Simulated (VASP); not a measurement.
Energy against volume of FeAl (CsCl type). These are PBE GGA with D3 dispersion (zero damping), VASP's PBE PAW potentials (set 64) (plane waves; VASP 6.6.1) values and carry that method's errors. Numerical set-up: 520 eV cut-off, 13×13×13 Γ-centred mesh, first-order Methfessel-Paxton smearing of 0.10 eV, potentials Al Fe.

```csv
V (Å³/atom),E (eV/atom)
11.126,-6.60072
11.470,-6.60717
11.814,-6.60125
12.158,-6.58478
```

**Question.** Fit these four points and predict the energy of the run at 10.782 Å³/atom.

**Answer.** A cubic in V^(−2/3), the third-order Birch-Murnaghan form, passes through the four points with V0 = 11.47 Å³/atom and B0 = 192 GPa, and gives -6.5797 eV/atom there. The run gave -6.5798 eV/atom, -0.1 meV/atom from the fit; all five points give B0 = 192 GPa.

The compound is FeAl in the CsCl type structure. It was relaxed first, which changed the volume by -7 %. The run is not spin-polarised, so no magnetic state was tried.
